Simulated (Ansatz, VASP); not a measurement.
## One calculation of FeB17N18 (a cell with a defect), two programs

```
Fe B N
1.0
     7.50492    0.00000    0.00000
    -3.75246    6.49945    0.00000
     0.00000    0.00000    7.36932
Fe B N
1 17 18
Cartesian
  1.2508 0.7222 5.5270
  -0.0330 2.9334 5.5270
  -1.2285 5.0042 5.5270
  3.8077 0.7284 5.5270
  2.5346 2.9334 5.5270
  1.2508 5.0551 5.5270
  6.1988 0.7284 5.5270
  5.0033 2.8886 5.5270
  3.7302 5.0042 5.5270
  0.0014 1.4435 1.8423
  -1.2509 3.6108 1.8423
  -2.5016 5.7789 1.8423
  2.5003 1.4435 1.8423
  1.2508 3.6099 1.8423
  -0.0008 5.7778 1.8423
  5.0033 1.4444 1.8423
  3.7525 3.6108 1.8423
  2.5025 5.7778 1.8423
  -0.2035 -0.1175 5.5270
  -1.2577 2.1705 5.5270
  -2.5016 4.3250 5.5270
  2.7052 -0.1175 5.5270
  1.2508 2.4015 5.5270
  0.0064 4.3367 5.5270
  5.0033 -0.0074 5.5270
  3.7594 2.1705 5.5270
  2.4953 4.3367 5.5270
  -0.0003 -0.0002 1.8423
  -1.2506 2.1664 1.8423
  -2.5016 4.3332 1.8423
  2.5019 -0.0002 1.8423
  1.2508 2.1668 1.8423
  -0.0001 4.3329 1.8423
  5.0033 0.0001 1.8423
  3.7523 2.1664 1.8423
  2.5017 4.3329 1.8423
```

Alike in both runs: functional PBE; k mesh 3 × 3 × 3; occupations fermi-dirac, width 0.01 eV; collinear spin.

Ansatz relaxed the structure, and its values are those at the end. VASP's run is a single point on that final structure, the one shown.

|  | VASP | Ansatz |
| --- | --- | --- |
| version | VASP 6.6.1 | Ansatz 0.2.0 |
| potentials or method | VASP PAW PBE potentials, release 64 (Fe, B, N) | plane-wave PAW, scalar-relativistic |
| plane-wave cutoff (eV) | 520 | 420 |
| valence electrons in the cell | 149 | 157 |

```csv
,VASP,Ansatz,Ansatz less VASP
pressure (GPa),13.2,13.0,-0.20
rms of the force components (eV/Å),0.040,0.002,-0.0376
net moment per atom (μB),0.08,0.08,0.000
size of the moment on the site where the two differ most (μB),2.40,2.01,-0.387
```

Site moments also hang on the region over which each program counts them. The two sets of potentials don't hold the same shells in valence. Ansatz warned: «given_moment_on_shells».
